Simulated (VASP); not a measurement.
An input for Ansatz (written as the equivalent of a VASP run, and not itself run):

Ansatz 0.2 input:
```yaml
crystal:
  lattice:
    - [0.0000000, 3.8451530, 3.8451530]
    - [3.8451530, 0.0000000, 3.8451530]
    - [3.8451530, 3.8451530, 0.0000000]
  atoms:
    - { symbol: Sr, position: [0.0000000, 0.0000000, 0.0000000] }
    - { symbol: Te, position: [0.2500000, 0.2500000, 0.2500000] }
kpoints:
  mp_grid: { grid: [6, 6, 6] }
hamiltonian:
  xc: pbesol
  pseudopotentials: { kind: paw }
scf:
  occupations: { method: gaussian, width: 0.05 }
  max_iter: 100
relax:
  max_steps: 60
  f_tol: 0.01
  cell: {}
output: { forces: true, stress: true, eigenvalues: true }
```

Task: Translate this input to VASP (INCAR, KPOINTS, POSCAR, choice of POTCAR).

Result: One answer among several that fit: 
File POSCAR:
```
SrTe
1.0
  0.0000000000   3.8451530000   3.8451530000
  3.8451530000   0.0000000000   3.8451530000
  3.8451530000   3.8451530000   0.0000000000
Sr Te
1 1
direct
  0.0000000000   0.0000000000   0.0000000000
  0.2500000000   0.2500000000   0.2500000000
```

INCAR:
```
SYSTEM = SrTe
PREC = Accurate
ENCUT = 400
EDIFF = 1E-6
NELM = 100
ALGO = Normal
LREAL = .FALSE.
LASPH = .TRUE.
ISMEAR = 0
SIGMA = 0.05
GGA = PS
LMAXMIX = 4
LWAVE = .FALSE.
LCHARG = .FALSE.
IBRION = 2
ISIF = 3
NSW = 60
EDIFFG = -0.01
```

### KPOINTS
```
K-points
0
gamma
 6 6 6
```

POTCAR, in this order: Sr_sv Te (PBE.64 set). Program: vasp_std.

What does not carry over: each code has its own PAW files, so the cut-off isn't converted (ENCUT is set for VASP's; basis.ecutwfc is left out, and Ansatz then takes the one that its files recommend); Ansatz stops its SCF on the density residual and VASP on the energy change (EDIFF).

The structure was generated: SrTe was put into the zinc blende type (F-43m), which need not be its known phase. This run relaxes it. Symmetry was kept, so distortions that lower it aren't found.
